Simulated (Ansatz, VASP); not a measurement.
**Cross-check of Zr3Si4O14 (amorphous 43ZrO2-57SiO2 (mol %)) between VASP and Ansatz**

Aim: how closely do two programs agree when they are given the same cell, functional and k mesh? The structure shown is the start of the Ansatz relaxation below; VASP solves that cell, so the two are compared at the walk's first step.

Program: Ansatz 0.2.0. Level of theory: plane waves, with VASP 6.6.1 beside it; single point at PBE. Results are calculated unless marked as measured.

### 1. Set-up

The cell holds 84 atoms: 12 Zr, 16 Si and 56 O. Its edges and angles: a = 10.620 Å, b = 10.620 Å, c = 10.620 Å, α = 90.0°, β = 90.0°, γ = 90.0°. As first built, before any earlier steps moved the atoms (in the runner's words): 84 atoms (12 Zr, 16 Si, 56 O) placed at random at 3.38 g/cm^3, melted at 5000 K for 10 ps at fixed volume with the Morse and Coulomb pair potential with partial charges (Pedone, Malavasi, Menziani, Cormack and Segre, J. Phys. Chem. B 110, 11780 (2006)). Quenched from 5000 K to 300 K at 50 K/ps and fixed volume, held 5 ps, then minimised at fixed cell.

### 2. Ansatz: relaxation, PBE

Ansatz runs on its default PAW (the set named soft_2) files.

The two programs are compared at the cell with which this relaxation starts, whose forces are those of its first step.

Contents of input.yaml:

```yaml
crystal:
  lattice:
    - [10.6201, 0.0, 0.0]
    - [0.0, 10.6201, 0.0]
    - [0.0, 0.0, 10.6201]
  atoms:
    - { symbol: Zr, position: [0.83743, 0.12512, 0.03263] }
    - { symbol: Zr, position: [0.05224, 0.52094, 0.8199] }
    - { symbol: Zr, position: [0.65012, 0.83919, 0.14635] }
    - { symbol: Zr, position: [0.70934, 0.1719, 0.50753] }
    - { symbol: Zr, position: [0.67843, 0.96788, 0.77253] }
    - { symbol: Zr, position: [0.43408, 0.83415, 0.92715] }
    - { symbol: Zr, position: [0.91688, 0.59577, 0.09916] }
    - { symbol: Zr, position: [0.29662, 0.01301, 0.35274] }
    - { symbol: Zr, position: [0.70082, 0.78342, 0.51559] }
    - { symbol: Zr, position: [0.70349, 0.65916, 0.87146] }
    - { symbol: Zr, position: [0.1271, 0.90284, 0.13614] }
    - { symbol: Zr, position: [0.37077, 0.51212, 0.80162] }
    - { symbol: Si, position: [0.03248, 0.6835, 0.52781] }
    - { symbol: Si, position: [0.56771, 0.11483, 0.22074] }
    - { symbol: Si, position: [0.48028, 0.20757, 0.72188] }
    - { symbol: Si, position: [0.91829, 0.24222, 0.33745] }
    - { symbol: Si, position: [0.30088, 0.58474, 0.47541] }
    - { symbol: Si, position: [0.22835, 0.47944, 0.08922] }
    - { symbol: Si, position: [0.20749, 0.32731, 0.34578] }
    - { symbol: Si, position: [0.17723, 0.78838, 0.82741] }
    - { symbol: Si, position: [0.7908, 0.34801, 0.78668] }
    - { symbol: Si, position: [0.21374, 0.227, 0.82036] }
    - { symbol: Si, position: [0.99968, 0.02047, 0.7718] }
    - { symbol: Si, position: [0.4033, 0.86756, 0.62901] }
    - { symbol: Si, position: [0.98161, 0.97818, 0.47283] }
    - { symbol: Si, position: [0.83539, 0.50126, 0.40855] }
    - { symbol: Si, position: [0.3456, 0.1307, 0.06261] }
    - { symbol: Si, position: [0.35358, 0.71188, 0.22681] }
    - { symbol: O, position: [0.63869, 0.8563, 0.9422] }
    - { symbol: O, position: [0.73138, 0.77773, 0.71623] }
    - { symbol: O, position: [0.80632, 0.27843, 0.92336] }
    - { symbol: O, position: [0.93006, 0.39572, 0.7515] }
    - { symbol: O, position: [0.468, 0.35203, 0.75704] }
    - { symbol: O, position: [0.82601, 0.34046, 0.42372] }
    - { symbol: O, position: [0.73636, 0.6771, 0.07233] }
    - { symbol: O, position: [0.33355, 0.46474, 0.98765] }
    - { symbol: O, position: [0.22041, 0.37695, 0.19919] }
    - { symbol: O, position: [0.19457, 0.37868, 0.79148] }
    - { symbol: O, position: [0.57925, 0.13255, 0.81305] }
    - { symbol: O, position: [0.7155, 0.98249, 0.57674] }
    - { symbol: O, position: [0.06644, 0.88698, 0.80979] }
    - { symbol: O, position: [0.28475, 0.20514, 0.3757] }
    - { symbol: O, position: [0.38473, 0.64279, 0.35758] }
    - { symbol: O, position: [0.85927, 0.51043, 0.25972] }
    - { symbol: O, position: [0.29212, 0.82088, 0.73475] }
    - { symbol: O, position: [0.17603, 0.68169, 0.47999] }
    - { symbol: O, position: [0.98176, 0.00528, 0.06682] }
    - { symbol: O, position: [0.26478, 0.61373, 0.15505] }
    - { symbol: O, position: [0.88969, 0.10466, 0.42025] }
    - { symbol: O, position: [0.96189, 0.56522, 0.46746] }
    - { symbol: O, position: [0.49708, 0.65843, 0.86142] }
    - { symbol: O, position: [0.73318, 0.59322, 0.46868] }
    - { symbol: O, position: [0.6795, 0.0393, 0.1264] }
    - { symbol: O, position: [0.49134, 0.91304, 0.7485] }
    - { symbol: O, position: [0.71094, 0.47633, 0.80841] }
    - { symbol: O, position: [0.75844, 0.25411, 0.67424] }
    - { symbol: O, position: [0.34755, 0.56994, 0.61568] }
    - { symbol: O, position: [0.24686, 0.4494, 0.42744] }
    - { symbol: O, position: [0.01363, 0.74967, 0.15409] }
    - { symbol: O, position: [0.70972, 0.83155, 0.32721] }
    - { symbol: O, position: [0.46516, 0.19009, 0.13845] }
    - { symbol: O, position: [0.52982, 0.1779, 0.58401] }
    - { symbol: O, position: [0.07997, 0.49487, 0.02787] }
    - { symbol: O, position: [0.08813, 0.13809, 0.80983] }
    - { symbol: O, position: [0.24446, 0.06268, 0.16081] }
    - { symbol: O, position: [0.41067, 0.01031, 0.99881] }
    - { symbol: O, position: [0.88507, 0.22039, 0.19693] }
    - { symbol: O, position: [0.23274, 0.83575, 0.97155] }
    - { symbol: O, position: [0.64172, 0.17809, 0.32725] }
    - { symbol: O, position: [0.32837, 0.16736, 0.74061] }
    - { symbol: O, position: [0.85646, 0.0275, 0.83794] }
    - { symbol: O, position: [0.99572, 0.01689, 0.61862] }
    - { symbol: O, position: [0.20619, 0.63839, 0.84702] }
    - { symbol: O, position: [0.48387, 0.00088, 0.27684] }
    - { symbol: O, position: [0.90309, 0.62253, 0.90564] }
    - { symbol: O, position: [0.03993, 0.65884, 0.6751] }
    - { symbol: O, position: [0.27339, 0.83722, 0.25344] }
    - { symbol: O, position: [0.26392, 0.20659, 0.96403] }
    - { symbol: O, position: [0.09489, 0.98239, 0.37408] }
    - { symbol: O, position: [0.95004, 0.81916, 0.49241] }
    - { symbol: O, position: [0.33161, 0.94661, 0.5293] }
    - { symbol: O, position: [0.46663, 0.76359, 0.12601] }
    - { symbol: O, position: [0.05764, 0.28887, 0.36029] }
    - { symbol: O, position: [0.50921, 0.79084, 0.55438] }
kpoints:
  mp_grid: { grid: [1, 1, 1] }
hamiltonian:
  xc: pbe
scf:
  occupations: { method: fermi_dirac, width: 0.025 }
output:
  forces: true
relax:
  f_tol: 0.04
  max_steps: 250
  cell: {}
```

Launch:

```sh
$ ansatz run input.yaml --threads 4 --pin off --max-ram 8192MiB --backend cpu --events-out ev --progress --plain --runs-dir out
```

Numbers of over 12 decimals in the logs are rounded to 6 here.

What it wrote:

```text
Engine: ansatz 0.2.0, aarch64-unknown-linux-gnu
Pseudopotentials: kind: paw
Pseudopotential: Zr, paw, valence charge 12, recommended cutoff 420 eV (normal), Zr.paw.azcp
Pseudopotential: Si, paw, valence charge 4, recommended cutoff 420 eV (normal), Si.paw.azcp
Pseudopotential: O, paw, valence charge 6, recommended cutoff 420 eV (normal), O.paw.azcp
Functional definition: PBE
  parameter kappa = 0.804
  parameter beta = 0.066725
  exchange = pbe_x(kappa = kappa, mu = beta*pi^2/3)
  correlation = pbe_c(beta = beta)
Crystal: 84 atoms, lattice volume = 1197.804 Å³
Basis set: ecut = 420 eV, 23439 PW (Γ), exchange–correlation on 144×144×144 points (8 copies of the dense FFT grid, shifted against one another)
Bands: 356, of which v1, the nominal top of the filled ones, is band 272 counted from 1 (271 counted from 0)
Symmetry: 1 space group operations
Space group: P1 (ITA 1), of the structure as read, at distance tolerance 1.1e-4 Å
k-points: 1
Non-local potential: Zr, projectors of the file, l = 0: 3, l = 1: 2, l = 2: 2, l = 3: 2
Non-local potential: Si, projectors of the file, l = 0: 2, l = 1: 2, l = 2: 2
Non-local potential: O, projectors of the file, l = 0: 2, l = 1: 2, l = 2: 1
PAW form: soft (Blöchl's): semilocal exchange-correlation on the pseudo side does not see the compensation charge
PAW one-centre angular grid: Zr, 590 points (default); XC on 64 Gauss nodes
PAW one-centre angular grid: Si, 110 points (default); XC on 64 Gauss nodes
PAW one-centre angular grid: O, 110 points (default); XC on 64 Gauss nodes
Initial density: superposition of atomic densities (neutral atoms: chi_scale 0, normalization atom), corrected by the library's trained network
Initial wavefunctions: pseudopotential atomic-orbital guess
Functional: x = pbe(κ = 0.804, μ = 0.219515), c = pbe(β = 0.066725)
SCF iter   1: F=—  HF=-92257.245285 eV  |F-HF|=—  |Δ(HF+E_count)|=         —  Δρ=3.10e-3  dr2=1.22e-1  ethr=1.77e-3  ⟨swp⟩=6.0  Hψ=1402  notcnv=0  defer=59
preconditioner: auto → Resta (q_TF=auto, 2.392 Å⁻¹)  ε∞=4.1  [insulator: Δε(μ)=2.994 eV  Ē_g=12.824 eV  σ=0.025 eV  W_gap=1.00  n_scr=256 (ndim 8)  ℏωp=22.7 eV  f_vac=0.161  D(μ)=0.00/eV (n_scr^D=0)  ε∞_Penn≈4.1]
SCF iter   2: F=—  HF=-92257.232408 eV  |F-HF|=—  |Δ(HF+E_count)|=   1.29e-2  Δρ=1.66e-3  dr2=2.89e-2  ethr=2.24e-5  ⟨swp⟩=2.0  Hψ=687  notcnv=0  defer=79
SCF iter   3: F=—  HF=-92257.234979 eV  |F-HF|=—  |Δ(HF+E_count)|=   2.57e-3  Δρ=8.13e-4  dr2=1.02e-2  ethr=5.31e-6  ⟨swp⟩=2.0  Hψ=467  notcnv=0  defer=79
SCF iter   4: F=—  HF=-92257.235042 eV  |F-HF|=—  |Δ(HF+E_count)|=   6.29e-5  Δρ=2.66e-4  dr2=1.17e-3  ethr=1.88e-6  ⟨swp⟩=2.0  Hψ=453  notcnv=0  defer=79
SCF iter   5: F=—  HF=-92257.235210 eV  |F-HF|=—  |Δ(HF+E_count)|=   1.68e-4  Δρ=1.74e-4  dr2=4.57e-4  ethr=2.15e-7  ⟨swp⟩=2.0  Hψ=444  notcnv=0  defer=79
SCF iter   6: F=—  HF=-92257.235195 eV  |F-HF|=—  |Δ(HF+E_count)|=   1.50e-5  Δρ=6.49e-5  dr2=7.43e-5  ethr=8.41e-8  ⟨swp⟩=2.0  Hψ=444  notcnv=0  defer=79
SCF iter   7: F=—  HF=-92257.236870 eV  |F-HF|=—  |Δ(HF+E_count)|=   1.68e-3  Δρ=3.83e-5  dr2=2.17e-5  ethr=1.37e-8  ⟨swp⟩=2.0  Hψ=615  notcnv=0  defer=79
SCF iter   8: F=—  HF=-92257.236862 eV  |F-HF|=—  |Δ(HF+E_count)|=   8.02e-6  Δρ=1.80e-5  dr2=5.22e-6  ethr=3.98e-9  ⟨swp⟩=2.0  Hψ=462  notcnv=0  defer=79
SCF iter   9: F=—  HF=-92257.236859 eV  |F-HF|=—  |Δ(HF+E_count)|=   3.07e-6  Δρ=8.38e-6  dr2=1.10e-6  ethr=9.59e-10  ⟨swp⟩=2.0  Hψ=462  notcnv=0  defer=79
SCF iter  10: F=—  HF=-92257.236858 eV  |F-HF|=—  |Δ(HF+E_count)|=   7.55e-7  Δρ=4.67e-6  dr2=2.91e-7  ethr=2.02e-10  ⟨swp⟩=2.0  Hψ=498  notcnv=0  defer=79
SCF iter  11: F=-92257.236858 eV  HF=-92257.236858 eV  |F-HF|=5.01e-8  |Δ(HF+E_count)|=   1.75e-7  Δρ=1.86e-6  dr2=4.81e-8  ethr=1.84e-11  ⟨swp⟩=4.0  Hψ=1025  notcnv=0
SCF 1 converged in 11 iterations: F = -92257.236858 eV  dr2 = 4.81e-8
  greatest PAW one-centre occupation: 0.995 electrons in one spin orbital (limit 2), on the Zr atom at site 6 (counted from 0), in its partial waves of l = 0
relax step   1: F+E_penalty+E_count = -92257.23685801 eV  Δ(F+E_penalty+E_count) = +0.000e0 eV  max|allowed force component| = 3.290e0 eV/Å  Δτ_max = 0.0000 Å  P = -0.727 GPa  Ω = 1197.804 Å³  (11 SCF iters, dr2 threshold 1.00e-7 eV, accepted)
Crystal: 84 atoms, lattice volume = 1169.356 Å³
Basis set: ecut = 420 eV, 22897 PW (Γ), exchange–correlation on 144×144×144 points (8 copies of the dense FFT grid, shifted against one another)
Initial density: handed on by an earlier stage of this run
Initial wavefunctions: those handed on with the density
iter 1 solved again at ethr=3.93e-4 eV; its pass at ethr=3.10e-3 eV (dr2=2.14e0 eV) is discarded
SCF iter   1: F=—  HF=-92260.934713 eV  |F-HF|=—  |Δ(HF+E_count)|=         —  Δρ=1.49e-2  dr2=2.14e0  ethr=3.93e-4  ⟨swp⟩=6.0  Hψ=1596  notcnv=0
[...]
atom  62  O     -0.00724233    -0.00491814    -0.00456092
  atom  63  O     -0.00516205     0.00280017    -0.00266578
  atom  64  O     -0.00468813    -0.00608361    -0.00220815
  atom  65  O      0.00568804    -0.00124400    -0.00262015
  atom  66  O      0.00163298     0.01437661    -0.00065924
  atom  67  O      0.00324908     0.00062977    -0.00475946
  atom  68  O      0.00460574    -0.00453042     0.00121018
  atom  69  O     -0.01043083    -0.01083473    -0.00031215
  atom  70  O      0.00471537    -0.01138240    -0.00651756
  atom  71  O     -0.00464484     0.00069324    -0.00786405
  atom  72  O      0.00764007     0.00693844    -0.00658972
  atom  73  O     -0.01998423     0.00262093    -0.00166398
  atom  74  O      0.00756696     0.01246265    -0.00642173
  atom  75  O     -0.00451408     0.00571696     0.00218793
  atom  76  O      0.00167158    -0.00159777    -0.00166966
  atom  77  O     -0.00468124     0.00747093    -0.00404177
  atom  78  O      0.00302583    -0.00602171     0.00826239
  atom  79  O     -0.00334137     0.00183666     0.00067540
  atom  80  O     -0.00517781    -0.00235093    -0.00491544
  atom  81  O     -0.00481019     0.00379725    -0.00051489
  atom  82  O     -0.00196596     0.00033338    -0.00354431
  atom  83  O      0.00104818     0.00466653     0.00395363
  atom  84  O      0.02504514    -0.00346241    -0.00023176
  max |Σ_I F_I| component: 1.71e-5 eV/Å
--- Stress (GPa, compression-positive) ---
        0.026868      -0.013047       0.009684
       -0.013046       0.008109      -0.005157
        0.009683      -0.005158       0.003015
  P = ⅓ Tr σ = 0.0127 GPa (0.127 kbar)
--- Relaxed structure (9 steps of the walk, 9 accepted, 2 SCFs on fresh bases) ---
  F+E_penalty+E_count = -92262.40411189 eV   max|allowed force component| = 3.064e-2 eV/Å   (the final SCF, on the basis selected at the relaxed cell)
  cell:  # Å, volume = 1171.9999 Å³
    - [10.781634, 0.251796, 0.211360]
    - [0.251796, 10.389154, 0.067901]
    - [0.211360, 0.067901, 10.473610]
  atoms:
    - { symbol: Zr, position: [0.843786, 0.130939, 0.047587] }
    - { symbol: Zr, position: [0.038256, 0.513828, 0.807927] }
    - { symbol: Zr, position: [0.633046, 0.839745, 0.161909] }
    - { symbol: Zr, position: [0.692072, 0.177545, 0.510936] }
    - { symbol: Zr, position: [0.690056, 0.974720, 0.774264] }
    - { symbol: Zr, position: [0.439698, 0.841107, 0.916054] }
    - { symbol: Zr, position: [0.919792, 0.616101, 0.105230] }
    - { symbol: Zr, position: [0.308411, 0.013908, 0.358645] }
    - { symbol: Zr, position: [0.694050, 0.775701, 0.516975] }
    - { symbol: Zr, position: [0.704376, 0.656737, 0.873220] }
    - { symbol: Zr, position: [0.121196, 0.907144, 0.147537] }
    - { symbol: Zr, position: [0.374605, 0.516138, 0.803482] }
    - { symbol: Si, position: [0.023679, 0.677949, 0.512162] }
    - { symbol: Si, position: [0.565510, 0.121766, 0.220366] }
    - { symbol: Si, position: [0.477585, 0.209577, 0.723493] }
    - { symbol: Si, position: [0.926870, 0.238842, 0.341072] }
    - { symbol: Si, position: [0.287784, 0.578938, 0.478369] }
    - { symbol: Si, position: [0.220867, 0.485652, 0.092290] }
    - { symbol: Si, position: [0.207705, 0.324890, 0.348373] }
    - { symbol: Si, position: [0.187905, 0.791268, 0.838961] }
    - { symbol: Si, position: [0.789672, 0.343173, 0.789623] }
    - { symbol: Si, position: [0.219475, 0.223957, 0.823417] }
    - { symbol: Si, position: [1.011611, 0.021007, 0.764659] }
    - { symbol: Si, position: [0.415638, 0.863803, 0.631307] }
    - { symbol: Si, position: [0.989701, 0.977089, 0.466908] }
    - { symbol: Si, position: [0.837895, 0.506432, 0.392743] }
    - { symbol: Si, position: [0.347616, 0.130447, 0.067726] }
    - { symbol: Si, position: [0.351564, 0.701242, 0.231723] }
    - { symbol: O, position: [0.629803, 0.862801, 0.937999] }
    - { symbol: O, position: [0.733529, 0.772407, 0.717786] }
    - { symbol: O, position: [0.786573, 0.264479, 0.928459] }
    - { symbol: O, position: [0.935302, 0.373082, 0.763225] }
    - { symbol: O, position: [0.471783, 0.359080, 0.766248] }
    - { symbol: O, position: [0.833159, 0.344874, 0.422605] }
    - { symbol: O, position: [0.738872, 0.698152, 0.074140] }
    - { symbol: O, position: [0.329604, 0.468927, 0.984296] }
    - { symbol: O, position: [0.227469, 0.370664, 0.200375] }
    - { symbol: O, position: [0.192348, 0.376178, 0.786727] }
    - { symbol: O, position: [0.581648, 0.130473, 0.808730] }
    - { symbol: O, position: [0.708358, 0.986384, 0.575074] }
    - { symbol: O, position: [0.067391, 0.874366, 0.796491] }
    - { symbol: O, position: [0.295605, 0.200832, 0.386307] }
    - { symbol: O, position: [0.388001, 0.623706, 0.363137] }
    - { symbol: O, position: [0.831075, 0.514142, 0.238853] }
    - { symbol: O, position: [0.314958, 0.816084, 0.748885] }
    - { symbol: O, position: [0.171345, 0.690822, 0.477549] }
    - { symbol: O, position: [0.995608, 0.017959, 0.063989] }
    - { symbol: O, position: [0.248282, 0.621874, 0.161895] }
    - { symbol: O, position: [0.889244, 0.097203, 0.413640] }
    - { symbol: O, position: [0.972360, 0.569377, 0.418054] }
    - { symbol: O, position: [0.501978, 0.651193, 0.864319] }
    - { symbol: O, position: [0.736120, 0.588194, 0.480568] }
[...]
- { symbol: O, position: [0.278366, 0.838082, 0.262804] }
    - { symbol: O, position: [0.264256, 0.217323, 0.970865] }
    - { symbol: O, position: [0.101944, 0.979161, 0.359014] }
    - { symbol: O, position: [0.944999, 0.823618, 0.485343] }
    - { symbol: O, position: [0.335177, 0.950246, 0.535538] }
    - { symbol: O, position: [0.472292, 0.743012, 0.137986] }
    - { symbol: O, position: [0.064769, 0.277969, 0.367958] }
    - { symbol: O, position: [0.513306, 0.770325, 0.549189] }
```

Reading the cycles: dr2 is the Hartree energy of the density residual (eV), the measure of convergence; HF is the Harris–Foulkes estimate of the energy, which meets the free energy F at convergence.

[end of part 1 of 2]

[Lines on the potential files, build, host, timing and source positions are cut from VASP's logs without a mark.]

[Logs are printed without paths, hosts, clocks, repeated set-up lines and the standing remarks that a program may print on its own settings, such as how far it seeks lower states.]

[Hosts, paths, dates, database ids (printed as entryN), source tags and the programs' standing remarks are cut or masked in the printed files.]
